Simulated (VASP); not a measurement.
VASP input:

**KPOINTS**
```
Automatic mesh
0
G
8 8 8
```

**INCAR**
```
SYSTEM = Te2Mo
PREC = Accurate; ENCUT = 210; LREAL = .FALSE.
LASPH = .TRUE.
EDIFF = 1E-6; NELM = 100; ALGO = Normal
LMAXMIX = 4
ISMEAR = 0; SIGMA = 0.5
GGA = PE
IBRION = 2; NSW = 50; ISIF = 3
EDIFFG = -0.01
LWAVE = .FALSE.; LCHARG = .FALSE.
```

POSCAR:
```
Te2Mo
1
    3.6348240000     0.0000000000     0.0000000000
   -1.8174120000     3.1478490000     0.0000000000
    0.0000000000     0.0000000000    14.9319470000
Te Mo
4 2
Direct
  0.3333330000   0.6666670000   0.6278200000
  0.6666670000   0.3333330000   0.3721800000
  0.6666670000   0.3333330000   0.1278200000
  0.3333330000   0.6666670000   0.8721800000
  0.3333330000   0.6666670000   0.2500000000
  0.6666670000   0.3333330000   0.7500000000
```

POTCAR, in this order: Te Mo_sv (PBE.64 set). Program: vasp_std.

Task: Translate this PBE calculation to Quantum ESPRESSO's pw.x.

Result: One equivalent input (not run):
```
&CONTROL
  calculation = 'vc-relax'
  pseudo_dir = './pseudo'
  outdir = './out'
  tprnfor = .true.
  tstress = .true.
  nstep = 50
  forc_conv_thr = 0.00039
/
&SYSTEM
  ibrav = 0
  nat = 6
  ntyp = 2
  ecutwfc = 82.3
  occupations = 'smearing'
  smearing = 'gaussian'
  degauss = 0.03675
  input_dft = 'pbe'
/
&ELECTRONS
  conv_thr = 7.3e-08
  electron_maxstep = 100
/
&IONS
/
&CELL
/
ATOMIC_SPECIES
  Te 127.600 Te.upf
  Mo 95.950 Mo.upf
CELL_PARAMETERS angstrom
     3.6348240    0.0000000    0.0000000
    -1.8174120    3.1478490    0.0000000
     0.0000000    0.0000000   14.9319470
ATOMIC_POSITIONS crystal
  Te   0.3333330  0.6666670  0.6278200
  Te   0.6666670  0.3333330  0.3721800
  Te   0.6666670  0.3333330  0.1278200
  Te   0.3333330  0.6666670  0.8721800
  Mo   0.3333330  0.6666670  0.2500000
  Mo   0.6666670  0.3333330  0.7500000
K_POINTS automatic
  8 8 8 0 0 0
```
What does not carry over: the potentials are each code's own (VASP's PAW set, PseudoDojo norm-conserving files in pw.x), so ENCUT and ecutwfc are chosen apart and not converted; conv_thr bounds pw.x's estimated SCF error, while EDIFF bounds the energy change between steps; forc_conv_thr acts on force components and is met together with etot_conv_thr.

The structure comes from a computed database's Te2Mo entry; how it stands against other phases isn't given here. This run relaxes it. Symmetry was kept, so distortions that lower it aren't found. The run is one of a series of settings (EDIFFG = -0.01, ENCUT = 210, IBRION = 2, ISIF = 3, NSW = 50, SIGMA = 0.5, KPOINTS 8×8×8 Γ-centred mesh against the base run), some of them coarse on purpose.
